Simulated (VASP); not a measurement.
Input:

```
CELL_PARAMETERS angstrom
      0.00000     3.65895     3.65895
      3.65895     0.00000     3.65895
      3.65895     3.65895     0.00000
ATOMIC_POSITIONS crystal
  Cs 0.00000 0.00000 0.00000
  Br 0.50000 0.50000 0.50000
```

Computed with r2SCAN meta-GGA, VASP's PBE PAW potentials (set 64) (plane waves; VASP 6.6.1). Settings: 400 eV cut-off, 7×7×7 Γ-centred mesh, tetrahedra with Blöchl corrections, potentials Cs_sv Br.

Unless said otherwise, spin-orbit coupling is left out, though it shifts the bands of the heavy elements here.

**Question.** Give the energies of bands 3 to 11 at the high-symmetry points, in eV from the valence-band maximum.

**Answer.** 
```
band      Γ      X      U      L      W
----  -----  -----  -----  -----  -----
3     -6.26  -6.55  -6.50  -6.31  -6.46
4     -6.26  -6.38  -6.35  -6.27  -6.46
5     -6.26  -6.38  -6.34  -6.27  -6.27
6      0.00  -0.12  -0.29  -0.68  -0.39
7      0.00  -0.03  -0.18  -0.34  -0.10
8      0.00  -0.03  -0.12  -0.34  -0.10
9      4.89   5.49   6.18   7.18   6.83
10     7.01   7.41   7.86   7.33   6.83
11     7.01   8.90   8.16   8.79   8.14
```

The gap is direct, 4.89 eV, from the valence maximum at Γ to the conduction minimum at Γ.

The structure was generated: CsBr was put into the rock salt type (Fm-3m), which need not be its known phase. It was relaxed first, which changed the volume by -19 %.
